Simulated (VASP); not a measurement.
Here is the system:

```yaml
crystal:
  lattice:
    - [0.00000, 1.77582, 1.77582]
    - [1.77582, 0.00000, 1.77582]
    - [1.77582, 1.77582, 0.00000]
  atoms:
    - { symbol: Ni, position: [0.00000, 0.00000, 0.00000], spin: 0.6 }
```

Method: RPBE GGA, VASP's PBE PAW potentials (set 64) (plane waves; VASP 6.6.1). Run with 520 eV cut-off, Gaussian smearing of 0.050 eV, potentials Ni.

Problem. Give the spin-up energies of bands 1 to 6 at the high-symmetry points, in eV from the Fermi level.

Solution. 
| band | Γ | X | U | L | W |
|---|---|---|---|---|---|
| 1 | -8.80 | -4.49 | -3.85 | -4.70 | -3.64 |
| 2 | -2.40 | -4.08 | -3.61 | -2.37 | -3.00 |
| 3 | -2.40 | -0.58 | -2.08 | -2.37 | -3.00 |
| 4 | -2.40 | -0.53 | -1.10 | -0.65 | -1.32 |
| 5 | -1.26 | -0.53 | -0.77 | -0.65 | -0.53 |
| 6 | -1.26 | 2.44 | 5.59 | -0.25 | 7.57 |

Problem. Give the spin-down energies of bands 1 to 6 at the high-symmetry points, in eV from the Fermi level.

Solution. 
| band | Γ | X | U | L | W |
|---|---|---|---|---|---|
| 1 | -8.88 | -4.16 | -3.42 | -4.25 | -3.27 |
| 2 | -1.60 | -3.43 | -3.05 | -1.74 | -2.36 |
| 3 | -1.60 | 0.03 | -1.43 | -1.74 | -2.36 |
| 4 | -1.60 | 0.38 | -0.52 | -0.35 | -0.76 |
| 5 | -0.67 | 0.38 | 0.12 | 0.14 | 0.38 |
| 6 | -0.67 | 2.35 | 5.77 | 0.14 | 7.72 |

It has no gap at this level: it comes out as a metal or semimetal.

The compound is Ni in the fcc structure. It was relaxed first.
